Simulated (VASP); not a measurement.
Here is a VASP 6.6.1 calculation.

File INCAR:

```
PREC = Accurate ; ENCUT = 520
EDIFF = 1E-7 ; ISMEAR = -1
SIGMA = 0.05 ; LREAL = F
LASPH = T ; NELM = 60
ALGO = Normal ; ISIF = 2
LWAVE = F ; LCHARG = T
GGA = PE ; LELF = T
LVHAR = T ; NBANDS = 29
```

The input KPOINTS:

```
Automatic mesh
0
Gamma
  10 10 4
```

Contents of POSCAR:

```
Hf3Ti
1.0
    3.0069887300      0.0000000000      0.0000000000
   -1.5034943600      2.6041286300      0.0000000000
    0.0000000000      0.0000000000      7.5656822100
Hf Ti
3 1
Direct
    0.3333333300      0.6666666700      0.5000000000
    0.0000000000      0.0000000000      0.8033263700
    0.0000000000      0.0000000000      0.1966736300
    0.3333333300      0.6666666700      0.0000000000
```

Potentials or basis: VASP PAW PBE potentials, release 64 (Hf_pv, Ti_sv).

The run is started by

```sh
$ cat potpaw_PBE.64/Hf_pv/POTCAR potpaw_PBE.64/Ti_sv/POTCAR > POTCAR
$ mpirun -np 1 vasp_std > vasp.out
```

(1) Predict the largest force.

(2) What does it give for the band gap on the k mesh?

(3) Predict the pressure.

## Answers

(1) 6.755 eV/Å.

(2) none (metal or under the smearing width).

(3) 76.2 GPa.

Caveat: a pressure of tens of GPa on the cell as given is suspect, and the run, the potentials or the cell itself is likely at fault; forces of over 1 eV/Å show positions far from the minimum, so gaps and moduli don't describe the material at rest.
